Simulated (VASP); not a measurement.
Runs of VASP 6.6.1 on AlHg. The structure is cubic, space group F-43m (No. 216). Conventional cell: a = 6.137 Å, b = 6.137 Å, c = 6.137 Å, α = 90.00°, β = 90.00°, γ = 90.00°. Al (site symmetry -43m) has 4 Hg at 2.66 Å as nearest neighbours. Hg (site symmetry -43m) has 4 Al at 2.66 Å as nearest neighbours. The cell was built by a generator and needn't be a form met in nature.

```csv
level,gap on the mesh (eV),pressure (GPa),relaxed volume (Å³/atom)
revPBE,none,0.0,(b)
rev-vdW-DF2,none,0.0,28.30
RPBE,none,0.0,30.26
BLYP,none,0.0,(a)
PBEsol,none,0.0,27.35
```

Alike in all rows: task relaxation of cell and atoms; potentials or basis VASP PAW PBE potentials, release 64 (Al, Hg); no spin polarisation; cell relaxed; k mesh 8 × 8 × 8; cutoff (eV) 600; smearing fermi-dirac 0.05 eV.

Question: Fill in the values left out.

Answer: (a) 31.75; (b) 29.82.

Caveats: the PAW data sets were made with another functional, which shifts forces and pressure a little.

A k mesh can miss the band edges, and the runs leave out spin-orbit coupling on Hg.

A gap of «none» marks a metal or a gap under the smearing width.

Runs at the PBE level aren't shown here.
